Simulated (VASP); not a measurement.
Input of a VASP 6.6.1 run:

File INCAR:

```
SYSTEM = Sn2C
PREC = Accurate
ENCUT = 520
EDIFF = 1E-6
ISMEAR = 0
SIGMA = 0.1
LREAL = .FALSE.
LASPH = .TRUE.
NELM = 150
ALGO = Normal
ISIF = 2
LWAVE = .FALSE.
LCHARG = .FALSE.
METAGGA = R2SCAN
LMIXTAU = .TRUE.
NBANDS = 41
KPAR = 4
```

The input KPOINTS:

```
Automatic mesh
0
G
  10 10 4
  0 0 0
```

POSCAR

```
Sn2C
1.0
    3.5059120000      0.0000000000      0.0000000000
   -1.7529560000      3.0362090000      0.0000000000
    0.0000000000      0.0000000000     11.7468600000
Sn C
4 2
Direct
    0.3333330000      0.6666670000      0.1559750000
    0.6666670000      0.3333330000      0.8440250000
    0.6666670000      0.3333330000      0.3814030000
    0.3333330000      0.6666670000      0.6185970000
    0.0000000000      0.0000000000      0.0589650000
    0.0000000000      0.0000000000      0.9410350000
```

Potentials or basis: VASP PAW PBE potentials, release 64 (Sn_d, C).

Run with:

```console
$ cat potpaw_PBE.64/Sn_d/POTCAR potpaw_PBE.64/C/POTCAR > POTCAR
$ mpirun -np 4 vasp_std > vasp.out
```

Estimate the pressure.

-1.8 GPa.

Predict the band gap on the k mesh.

none (metal or under the smearing width).

Predict the largest force.

0.165 eV/Å.

Forces in eV/Å, atoms in the order of the input:
```
Sn   0.000  0.000 -0.165
Sn   0.000  0.000  0.165
Sn   0.000  0.000 -0.065
Sn   0.000  0.000  0.065
C    0.000  0.000  0.119
C    0.000  0.000 -0.119
```

Caveat: the PAW data sets were made with another functional, which shifts forces and pressure a little.
